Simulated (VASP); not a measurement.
Input for VASP

File POSCAR:
```
NiGe
11.541460
  0.4617829980   0.0000000000   0.0000000000
  0.0000000000   0.2990020327   0.0000000000
  0.0000000000   0.0000000000   0.5000000000
Ni Ge
4 4
Direct
  0.5055400000   0.2500000000   0.6907300000
  0.4944600000   0.7500000000   0.3092700000
  0.9944600000   0.7500000000   0.1907300000
  0.0055400000   0.2500000000   0.8092700000
  0.6896600000   0.2500000000   0.0869800000
  0.3103400000   0.7500000000   0.9130200000
  0.8103400000   0.7500000000   0.5869800000
  0.1896600000   0.2500000000   0.4130200000
```

KPOINTS:
```
Automatic mesh
0
gamma
 2 3 2
0.5 0.5 0.5
```

### INCAR
```
SYSTEM  =  NiGe
PREC  =  Accurate; ENCUT  =  300; LREAL  =  .FALSE.
LASPH  =  .TRUE.
EDIFF  =  1E-6; NELM  =  100; ALGO  =  Normal
LMAXMIX  =  4
ISMEAR  =  -1; SIGMA  =  0.05
ISIF  =  2
LWAVE  =  .FALSE.; LCHARG  =  .FALSE.
```

POTCAR, in this order: Ni Ge_d (LDA.64 set). Program: vasp_std.

Translate this LDA calculation to Quantum ESPRESSO's pw.x.

One equivalent input (not run):
```
&CONTROL
  calculation = 'scf'
  pseudo_dir = './pseudo'
  outdir = './out'
  tprnfor = .true.
  tstress = .true.
/
&SYSTEM
  ibrav = 0
  nat = 8
  ntyp = 2
  ecutwfc = 98
  occupations = 'smearing'
  smearing = 'fermi-dirac'
  degauss = 0.003675
  input_dft = 'pz'
/
&ELECTRONS
  conv_thr = 7.3e-08
  electron_maxstep = 100
/
ATOMIC_SPECIES
  Ni 58.693 Ni.upf
  Ge 72.630 Ge.upf
CELL_PARAMETERS angstrom
     5.3296500    0.0000000    0.0000000
     0.0000000    3.4509200    0.0000000
     0.0000000    0.0000000    5.7707300
ATOMIC_POSITIONS crystal
  Ni   0.5055400  0.2500000  0.6907300
  Ni   0.4944600  0.7500000  0.3092700
  Ni   0.9944600  0.7500000  0.1907300
  Ni   0.0055400  0.2500000  0.8092700
  Ge   0.6896600  0.2500000  0.0869800
  Ge   0.3103400  0.7500000  0.9130200
  Ge   0.8103400  0.7500000  0.5869800
  Ge   0.1896600  0.2500000  0.4130200
K_POINTS automatic
  2 3 2 1 1 1
```
Limits of the translation: the potentials are each code's own (VASP's PAW set, PseudoDojo norm-conserving files in pw.x), so ENCUT and ecutwfc are chosen apart and not converted; conv_thr bounds pw.x's estimated SCF error, while EDIFF bounds the energy change between steps.

The structure comes from a computed database's NiGe entry; how it stands against other phases isn't given here. The cell was not relaxed at this level. The k-mesh is coarse (spacing up to 0.61 per Å, 2π included), so the numbers may not be converged in it. The run is one of a series of settings (KPOINTS 2×3×2 Γ-centred mesh shifted by (0.5, 0.5, 0.5) against the base run), some of them coarse on purpose.
